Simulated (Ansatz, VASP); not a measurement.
# YC3: VASP beside Ansatz, part 3 of 3

Aim: how closely do two programs agree when they are given the same cell, functional and k mesh? The cell is generated by rule, not measured, and may not be a known phase. The cell is taken from a series of runs on this material, whose earlier steps may have relaxed, scaled, displaced or heated it; both programs get it as it stands.

VASP 6.6.1 and Ansatz 0.2.0.

So far: Set-up; Ansatz: zone-centre phonons, PBEsol; VASP: zone-centre phonons, PBEsol.

## 3. VASP: zone-centre phonons, PBEsol (continued)

Level of this step: PBEsol; plane waves and PAW (Y_sv, C); invented cell (VASP).

Numbers of over 12 decimals in the logs are rounded to 6 here.

OUTCAR, selected parts (step 3):

```text
ion  position               nearest neighbor table
   1  0.000  0.000  0.000-   7 2.51   7 2.51   5 2.51   6 2.51   3 2.51   4 2.51   7 2.62   7 2.62
                             3 2.77   5 2.77   6 2.77   4 2.77   2 3.30   2 3.30
   2  0.000  0.000  0.500-   8 2.51   8 2.51   5 2.51   6 2.51   3 2.51   4 2.51   8 2.62   8 2.62
                             3 2.77   5 2.77   6 2.77   4 2.77   1 3.30   1 3.30
   3  0.732  0.542  0.250-   5 1.37   7 1.86   8 1.86   2 2.51   1 2.51   1 2.77   2 2.77
   4  0.268  0.458  0.750-   6 1.37   7 1.86   8 1.86   2 2.51   1 2.51   2 2.77   1 2.77
   5  0.458  0.268  0.250-   3 1.37   7 1.86   8 1.86   2 2.51   1 2.51   2 2.77   1 2.77
   6  0.542  0.732  0.750-   4 1.37   7 1.86   8 1.86   2 2.51   1 2.51   1 2.77   2 2.77
   7  0.500  0.500  0.000-   3 1.86   4 1.86   5 1.86   6 1.86   1 2.51   1 2.51   1 2.62   1 2.62

  LATTYP: Found a base centered orthorhombic cell.
 ALAT       =     5.0149501942
 B/A-ratio  =     1.0433795020
 C/A-ratio  =     1.3179815712

 Subroutine GETGRP returns: Found  8 space group operations
 (whereof  4 operations were pure point group operations)

The static configuration has the point symmetry C_2h.
 The point group associated with its full space group is D_2h.

 Found     84 irreducible k-points:

   k-points           NKPTS =     84   k-points in BZ     NKDIM =     84   number of bands    NBANDS=     31

   dimension x,y,z NGX =    30 NGY =   30 NGZ =   54
   dimension x,y,z NGXF=    60 NGYF=   60 NGZF=  108

   ENCUT  =  600.0 eV  44.10 Ry    6.64 a.u.   7.24  7.24 13.20*2*pi/ulx,y,z

   NELECT =      46.0000    total number of electrons

 k-points in reciprocal lattice and weights: Automatic mesh
   0.00000000  0.00000000  0.00000000       0.003
   0.12500000  0.00000000  0.00000000       0.010
   0.25000000  0.00000000  0.00000000       0.010
   0.37500000  0.00000000  0.00000000       0.010
   0.50000000  0.00000000  0.00000000       0.005
   0.12500000  0.12500000  0.00000000       0.005
   0.25000000  0.12500000  0.00000000       0.010
   0.37500000  0.12500000  0.00000000       0.010
   0.50000000  0.12500000  0.00000000       0.010
[...]
-----------------------------------------------------------------------------------
    total drift:                                0.000000      0.000000      0.000000

 Eigenvectors and eigenvalues of the dynamical matrix
 ----------------------------------------------------

   1 f  =   40.370571 THz   253.655779 2PiTHz 1346.617302 cm-1   166.959191 meV
             X         Y         Z           dx          dy          dz
      0.000000  0.000000  0.000000     0.000000   -0.008886   -0.006227
      0.000000  0.000000  3.304806     0.000000   -0.008886    0.006227
      3.194014 -0.499121  1.652403     0.496927   -0.000278   -0.000000
      1.820936  0.499121  4.957209     0.496927   -0.000278   -0.000000
      1.820936 -0.499121  1.652403    -0.496927   -0.000278   -0.000000
      3.194014  0.499121  4.957209    -0.496927   -0.000278   -0.000000
      2.507475  0.000000  0.000000     0.000000    0.024798   -0.073448
      2.507475  0.000000  3.304806    -0.000000    0.024798    0.073448

   2 f  =   39.936867 THz   250.930738 2PiTHz 1332.150501 cm-1   165.165538 meV
             X         Y         Z           dx          dy          dz
      0.000000  0.000000  0.000000     0.000000   -0.000000   -0.000000
      0.000000  0.000000  3.304806    -0.000000    0.000000    0.000000
      3.194014 -0.499121  1.652403    -0.499995    0.002243    0.000000
      1.820936  0.499121  4.957209     0.499995   -0.002243    0.000000
      1.820936 -0.499121  1.652403     0.499995    0.002243    0.000000
      3.194014  0.499121  4.957209    -0.499995   -0.002243    0.000000
      2.507475  0.000000  0.000000     0.000000    0.000000    0.000000
      2.507475  0.000000  3.304806    -0.000000    0.000000   -0.000000

   3 f  =   12.138691 THz    76.269643 2PiTHz  404.903135 cm-1    50.201568 meV
             X         Y         Z           dx          dy          dz
      0.000000  0.000000  0.000000     0.192588   -0.000000   -0.000000
      0.000000  0.000000  3.304806     0.192588    0.000000   -0.000000
      3.194014 -0.499121  1.652403    -0.389684   -0.216714   -0.000000
      1.820936  0.499121  4.957209    -0.389684   -0.216714   -0.000000
      1.820936 -0.499121  1.652403    -0.389684    0.216714    0.000000
      3.194014  0.499121  4.957209    -0.389684    0.216714    0.000000
      2.507475  0.000000  0.000000     0.255484   -0.000000    0.000000
      2.507475  0.000000  3.304806     0.255484    0.000000   -0.000000

   4 f  =   11.711111 THz    73.583083 2PiTHz  390.640626 cm-1    48.433243 meV
             X         Y         Z           dx          dy          dz
      0.000000  0.000000  0.000000    -0.160719   -0.000000    0.000000
      0.000000  0.000000  3.304806     0.160719   -0.000000   -0.000000
      3.194014 -0.499121  1.652403    -0.000000   -0.000000    0.156076
      1.820936  0.499121  4.957209    -0.000000   -0.000000    0.156076
      1.820936 -0.499121  1.652403    -0.000000   -0.000000   -0.156076
      3.194014  0.499121  4.957209    -0.000000    0.000000   -0.156076
      2.507475  0.000000  0.000000     0.652265   -0.000000    0.000000
      2.507475  0.000000  3.304806    -0.652265    0.000000   -0.000000

   5 f  =   11.618717 THz    73.002551 2PiTHz  387.558678 cm-1    48.051130 meV
             X         Y         Z           dx          dy          dz
      0.000000  0.000000  0.000000     0.000000   -0.000000   -0.000000
      0.000000  0.000000  3.304806     0.000000    0.000000    0.000000
      3.194014 -0.499121  1.652403     0.365570    0.341113   -0.000000
      1.820936  0.499121  4.957209    -0.365570   -0.341113   -0.000000
      1.820936 -0.499121  1.652403     0.365570   -0.341113    0.000000
      3.194014  0.499121  4.957209    -0.365570    0.341113    0.000000
      2.507475  0.000000  0.000000    -0.000000   -0.000000   -0.000000
      2.507475  0.000000  3.304806     0.000000   -0.000000    0.000000

   6 f  =   11.360792 THz    71.381959 2PiTHz  378.955215 cm-1    46.984437 meV
             X         Y         Z           dx          dy          dz
      0.000000  0.000000  0.000000    -0.327049    0.000000   -0.000000
      0.000000  0.000000  3.304806    -0.327049    0.000000    0.000000
      3.194014 -0.499121  1.652403     0.167541   -0.119197    0.000000
      1.820936  0.499121  4.957209     0.167541   -0.119197    0.000000
      1.820936 -0.499121  1.652403     0.167541    0.119197   -0.000000
      3.194014  0.499121  4.957209     0.167541    0.119197   -0.000000
      2.507475  0.000000  0.000000     0.555412   -0.000000   -0.000000
      2.507475  0.000000  3.304806     0.555412   -0.000000    0.000000

   7 f  =   10.858001 THz    68.222832 2PiTHz  362.183927 cm-1    44.905064 meV
             X         Y         Z           dx          dy          dz
      0.000000  0.000000  0.000000     0.000000    0.000000   -0.000000
      0.000000  0.000000  3.304806     0.000000    0.000000    0.000000
      3.194014 -0.499121  1.652403     0.002243    0.499995    0.000000
      1.820936  0.499121  4.957209    -0.002243   -0.499995    0.000000
      1.820936 -0.499121  1.652403    -0.002243    0.499995   -0.000000
      3.194014  0.499121  4.957209     0.002243   -0.499995   -0.000000
      2.507475  0.000000  0.000000    -0.000000    0.000000    0.000000
      2.507475  0.000000  3.304806    -0.000000    0.000000   -0.000000

   8 f  =    9.876728 THz    62.057311 2PiTHz  329.452177 cm-1    40.846846 meV
             X         Y         Z           dx          dy          dz
      0.000000  0.000000  0.000000     0.000000   -0.000000    0.000000
      0.000000  0.000000  3.304806     0.000000   -0.000000   -0.000000
      3.194014 -0.499121  1.652403    -0.341113    0.365570    0.000000
      1.820936  0.499121  4.957209     0.341113   -0.365570   -0.000000
      1.820936 -0.499121  1.652403    -0.341113   -0.365570    0.000000
      3.194014  0.499121  4.957209     0.341113    0.365570   -0.000000
      2.507475  0.000000  0.000000    -0.000000   -0.000000   -0.000000
      2.507475  0.000000  3.304806     0.000000    0.000000   -0.000000

   9 f  =    9.143460 THz    57.450052 2PiTHz  304.992991 cm-1    37.814294 meV
             X         Y         Z           dx          dy          dz
      0.000000  0.000000  0.000000    -0.000000   -0.221441   -0.118124
      0.000000  0.000000  3.304806     0.000000    0.221441   -0.118124
      3.194014 -0.499121  1.652403    -0.000000   -0.000000    0.101719
      1.820936  0.499121  4.957209     0.000000   -0.000000    0.101719
      1.820936 -0.499121  1.652403    -0.000000   -0.000000    0.101719
      3.194014  0.499121  4.957209     0.000000    0.000000    0.101719
      2.507475  0.000000  0.000000     0.000000    0.634409    0.117655
      2.507475  0.000000  3.304806    -0.000000   -0.634409    0.117655

  10 f  =    8.739506 THz    54.911936 2PiTHz  291.518541 cm-1    36.143676 meV
             X         Y         Z           dx          dy          dz
      0.000000  0.000000  0.000000     0.000000    0.355482   -0.246171
      0.000000  0.000000  3.304806     0.000000    0.355482    0.246171
      3.194014 -0.499121  1.652403     0.008241   -0.312196   -0.000000
      1.820936  0.499121  4.957209     0.008241   -0.312196   -0.000000
      1.820936 -0.499121  1.652403    -0.008241   -0.312196   -0.000000
      3.194014  0.499121  4.957209    -0.008241   -0.312196   -0.000000
      2.507475  0.000000  0.000000     0.000000   -0.342623   -0.023946
      2.507475  0.000000  3.304806    -0.000000   -0.342623    0.023946

  11 f  =    8.188143 THz    51.447619 2PiTHz  273.127047 cm-1    33.863423 meV
             X         Y         Z           dx          dy          dz
      0.000000  0.000000  0.000000     0.000000    0.044001    0.291113
      0.000000  0.000000  3.304806     0.000000    0.044001   -0.291113
      3.194014 -0.499121  1.652403     0.011964    0.219815   -0.000000
      1.820936  0.499121  4.957209     0.011964    0.219815   -0.000000
    [... 145 further lines ...]
      2.507475  0.000000  0.000000    -0.000000    0.041290   -0.607905
      2.507475  0.000000  3.304806    -0.000000   -0.041290   -0.607905

 ELASTIC MODULI CONTR FROM IONIC RELAXATION (kBar)
 Direction    XX          YY          ZZ          XY          YZ          ZX
 --------------------------------------------------------------------------------
 XX       -1774.1854     -0.8696   -466.9145     -0.0000      0.0000      0.0000
 YY          -0.8696    -15.1344     27.5060     -0.0000     -0.0000     -0.0000
 ZZ        -466.9145     27.5060   -173.7060      0.0000      0.0000      0.0000
 XY          -0.0000     -0.0000      0.0000    -92.7297     -0.0000     -0.0000
 YZ           0.0000     -0.0000      0.0000     -0.0000      0.0000     -0.0000
 ZX           0.0000     -0.0000      0.0000     -0.0000      0.0000      0.0000
 --------------------------------------------------------------------------------
```

## 4. Side by side

Known differences besides the potentials themselves: the cutoff is 420 eV in Ansatz and 600 eV in VASP; Ansatz makes its cores anew for this functional, VASP keeps those of its PBE data sets. Total energies have different zeros and are not compared.

Compared:

| quantity | Ansatz | VASP | difference |
| --- | --- | --- | --- |
| optical mode 1 (imaginary, printed as negative) (cm⁻¹) | -713.9 | -710.3 | -3.7 |
| optical mode 2 (imaginary, printed as negative) (cm⁻¹) | -703.2 | -704.7 | +1.6 |
| optical mode 3 (imaginary, printed as negative) (cm⁻¹) | -458.9 | -462.9 | +4.0 |
| optical mode 4 (imaginary, printed as negative) (cm⁻¹) | -394.4 | -388.0 | -6.5 |
| optical mode 5 (imaginary, printed as negative) (cm⁻¹) | -166.7 | -163.9 | -2.8 |
| optical mode 6 (cm⁻¹) | 90.2 | 90.1 | +0.12 % |
| optical mode 7 (cm⁻¹) | 167.7 | 161.7 | +3.76 % |
| optical mode 8 (cm⁻¹) | 169.2 | 169.1 | +0.06 % |
| optical mode 9 (cm⁻¹) | 197.3 | 196.9 | +0.17 % |
| optical mode 10 (cm⁻¹) | 258.7 | 258.4 | +0.11 % |
| optical mode 11 (cm⁻¹) | 271.2 | 273.1 | -0.71 % |
| optical mode 12 (cm⁻¹) | 291.2 | 291.5 | -0.12 % |
| optical mode 13 (cm⁻¹) | 304.9 | 305.0 | -0.02 % |
| optical mode 14 (cm⁻¹) | 332.4 | 329.5 | +0.88 % |
| optical mode 15 (cm⁻¹) | 362.2 | 362.2 | +0.00 % |
| optical mode 16 (cm⁻¹) | 378.9 | 379.0 | -0.02 % |
| optical mode 17 (cm⁻¹) | 390.2 | 387.6 | +0.68 % |
| optical mode 18 (cm⁻¹) | 390.9 | 390.6 | +0.07 % |
| optical mode 19 (cm⁻¹) | 406.6 | 404.9 | +0.41 % |
| optical mode 20 (cm⁻¹) | 1326.8 | 1332.2 | -0.40 % |
| optical mode 21 (cm⁻¹) | 1339.7 | 1346.6 | -0.51 % |

Modes are paired by rising frequency, not by their patterns, so a pair may set unlike modes beside each other; they are those without the splitting of longitudinal modes.

## 5. Summary of results

```json
{
 "r.m.s. difference of the optical zone-centre modes, each program's sorted by frequency (zone-centre phonons, PBEsol)": "3.2 cm⁻¹",
 "difference in optical mode 7 (zone-centre phonons, PBEsol)": "+3.8 %"
}
```

The r.m.s. difference of the optical zone-centre modes, each program's sorted by frequency is 3.2 cm⁻¹ (zone-centre phonons, PBEsol). Among the rows given in per cent, the largest difference of the zone-centre phonons, PBEsol pair is in optical mode 7, +3.8 %. Such differences can come from data sets, numerical settings and the points named under the comparisons, not from the functional's error against experiment.

[Lines on the potential files, build, host, timing and source positions are cut from VASP's logs without a mark.]

[Logs are printed without paths, hosts, clocks, repeated set-up lines and the standing remarks that a program may print on its own settings, such as how far it seeks lower states.]

[Hosts, paths, dates, database ids (printed as entryN), source tags and the programs' standing remarks are cut or masked in the printed files.]
